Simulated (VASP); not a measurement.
All values below come from PBE GGA, VASP's PBE PAW potentials (set 64) (plane waves; VASP).

The input files of a VASP run:

### INCAR
```
ALGO = Fast
EDIFF = 1E-5
EDIFFG = -0.03
ENCUT = 400
GGA = PE
IBRION = 2
ISIF = 2
ISMEAR = 0
ISPIN = 2
ISYM = 0
LASPH = .TRUE.
LCHARG = .FALSE.
LMAXMIX = 4
LORBIT = 10
LREAL = Auto
LWAVE = .FALSE.
MAGMOM = 64*0.0156
NELECT = 259.0
NELM = 100
NELMIN = 4
NSW = 60
NUPDOWN = 1
PREC = Normal
SIGMA = 0.05
SYSTEM = Al32As31Se
```

POSCAR:
```
Al32As31Se
1
   11.4648462108     0.0000000000     0.0000000000
    0.0000000000    11.4648462108    -0.0000000000
   -0.0000000000    -0.0000000000    11.4648462108
Al As Se
32 31 1
Direct
  0.5000000000   0.0000000000   0.0000000000
  0.7500000000   0.2500000000   0.0000000000
  0.7500000000   0.0000000000   0.2500000000
  0.0000000000   0.0000000000   0.0000000000
  0.2500000000   0.2500000000   0.0000000000
  0.5000000000   0.5000000000   0.0000000000
  0.7500000000   0.7500000000   0.0000000000
  0.2500000000   0.0000000000   0.2500000000
  0.4978540000   0.2461960000   0.2537740000
  0.7490380000   0.4989290000   0.2513390000
  0.5000000000   0.0000000000   0.5000000000
  0.7523820000   0.2483390000   0.5042240000
  0.7500000000   0.0000000000   0.7500000000
  0.0000000000   0.5000000000   0.0000000000
  0.2500000000   0.7500000000   0.0000000000
  0.0000000000   0.2500000000   0.2500000000
  0.2500000000   0.5000000000   0.2500000000
  0.5000000000   0.7500000000   0.2500000000
  0.0000000000   0.0000000000   0.5000000000
  0.2500000000   0.2500000000   0.5000000000
  0.4995310000   0.4975660000   0.5034070000
  0.7500000000   0.7500000000   0.5000000000
  0.2500000000   0.0000000000   0.7500000000
  0.5000000000   0.2500000000   0.7500000000
  0.7500000000   0.5000000000   0.7500000000
  0.0000000000   0.7500000000   0.2500000000
  0.0000000000   0.5000000000   0.5000000000
  0.2500000000   0.7500000000   0.5000000000
  0.0000000000   0.2500000000   0.7500000000
  0.2500000000   0.5000000000   0.7500000000
  0.5000000000   0.7500000000   0.7500000000
  0.0000000000   0.7500000000   0.7500000000
  0.6250000000   0.1250000000   0.1250000000
  0.8750000000   0.3750000000   0.1250000000
  0.8750000000   0.1250000000   0.3750000000
  0.1250000000   0.1250000000   0.1250000000
  0.3750000000   0.3750000000   0.1250000000
  0.6250000000   0.6250000000   0.1250000000
  0.8750000000   0.8750000000   0.1250000000
  0.3750000000   0.1250000000   0.3750000000
  0.8750000000   0.6250000000   0.3750000000
  0.6250000000   0.1250000000   0.6250000000
  0.8750000000   0.3750000000   0.6250000000
  0.8750000000   0.1250000000   0.8750000000
  0.1250000000   0.6250000000   0.1250000000
  0.3750000000   0.8750000000   0.1250000000
  0.1250000000   0.3750000000   0.3750000000
  0.3750000000   0.6250000000   0.3750000000
  0.6250000000   0.8750000000   0.3750000000
  0.1250000000   0.1250000000   0.6250000000
  0.3750000000   0.3750000000   0.6250000000
  0.6250000000   0.6250000000   0.6250000000
  0.8750000000   0.8750000000   0.6250000000
  0.3750000000   0.1250000000   0.8750000000
  0.6250000000   0.3750000000   0.8750000000
  0.8750000000   0.6250000000   0.8750000000
  0.1250000000   0.8750000000   0.3750000000
  0.1250000000   0.6250000000   0.6250000000
  0.3750000000   0.8750000000   0.6250000000
  0.1250000000   0.3750000000   0.8750000000
  0.3750000000   0.6250000000   0.8750000000
  0.6250000000   0.8750000000   0.8750000000
  0.1250000000   0.8750000000   0.8750000000
  0.6254120000   0.3791280000   0.3785100000
```

**KPOINTS**
```
Automatic mesh
0
Gamma
1 1 1
0 0 0
```

POTCAR, in this order: Al As Se (PBE.64 set). Program: vasp_gam.

### Question
What will the output report for the number of irreducible k-points (NKPTS), largest plane-wave count, FFT grid (NGX, NGY, NGZ)?

### Answer

```yaml
number of irreducible k-points (NKPTS): 1
largest_plane_wave_count: 13685
FFT grid (NGX, NGY, NGZ): 56 × 56 × 56
```

The cell is a supercell with a defect, built from AlAs (zinc blende): Se_As, charge -2.
